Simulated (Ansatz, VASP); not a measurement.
**Ba2SrN2 in VASP and in Ansatz**

```xyz
5
Lattice="-2.1288 2.1288 7.6703 2.1288 -2.1288 7.6703 2.1288 2.1288 -7.6703" Properties=species:S:1:pos:R:3 pbc="T T T"
Ba    0.0000    0.0000    4.9645
Ba    0.0000    0.0000   10.3761
Sr    0.0000    0.0000    0.0000
N     0.0000    0.0000    2.4249
N     0.0000    0.0000   12.9157
```

Alike in both runs: functional PBE; k mesh 6 × 6 × 6; occupations gaussian, width 0.1 eV; no spin polarisation.

Ansatz relaxed the structure, and its values are those at the end. VASP's run is a single point on that final structure, the one shown.

```csv
,VASP,Ansatz
version,VASP 6.6.1,Ansatz 0.2.0
potentials or method,"VASP PAW PBE potentials, release 64 (Ba_sv, Sr_sv, N)","scalar-relativistic, plane waves, PAW"
plane-wave cutoff (eV),520,420
valence electrons in the cell,40,40
```

|  | VASP | Ansatz | Ansatz less VASP |
| --- | --- | --- | --- |
| gap on the k mesh at the Fermi level (eV) | none | none | - |
| pressure (GPa) | 0.9 | 0.0 | -0.90 |
| rms of the force components (eV/Å) | 0.102 | 0.012 | -0.0908 |

A gap of «none» marks a metal or a gap that the smearing closes.

Spin-orbit coupling is left out, which matters for the levels of Ba.
